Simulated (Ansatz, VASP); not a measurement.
# One calculation of MgSc2C2, two programs

```
CELL_PARAMETERS angstrom
-1.82174 1.82174 6.03495
1.82174 -1.82174 6.03495
1.82174 1.82174 -6.03495
ATOMIC_POSITIONS crystal
Mg 0.00000 0.00000 0.00000
Sc 0.75000 0.25000 0.50000
Sc 0.25000 0.75000 0.50000
C 0.64220 0.64220 0.00000
C 0.35780 0.35780 0.00000
```

Change from the starting cell: species swapped into the BaZn2P2 type (I4/mmm, No. 139).

Alike in both runs: task single point; functional PBE; k mesh 6 × 6 × 6; occupations gaussian, width 0.1 eV; no spin polarisation.

```csv
,VASP,Ansatz
version,VASP 6.6.1,Ansatz 0.2.0
potentials or method,"VASP PAW PBE potentials, release 64 (Mg, Sc_sv, C)","scalar-relativistic, plane waves, PAW"
plane-wave cutoff (eV),520,420
valence electrons in the cell,32,40
```

VASP gave:

| Item | Value |
| --- | --- |
| gap on the k mesh at the Fermi level (eV) | none |
| pressure (GPa) | 6.3 |
| largest component of the traceless stress (GPa) | 22.58 |
| rms of the force components (eV/Å) | 0.173 |

**Question.** Which values does Ansatz return?

**Answer.** gap on the k mesh at the Fermi level (eV): none; pressure (GPa): 5.9; largest component of the traceless stress (GPa): 22.40; rms of the force components (eV/Å): 0.201.

Atom by atom the forces differ by 0.028 eV/Å (rms over components). A gap of «none» marks a metal or a gap that the smearing closes. The functional is the same, so the differences come from potentials, cutoffs and numerics. The two sets of potentials don't hold the same shells in valence.

Caveats: the k mesh is coarse (spacing up to 0.41 Å⁻¹), so the values aren't converged.
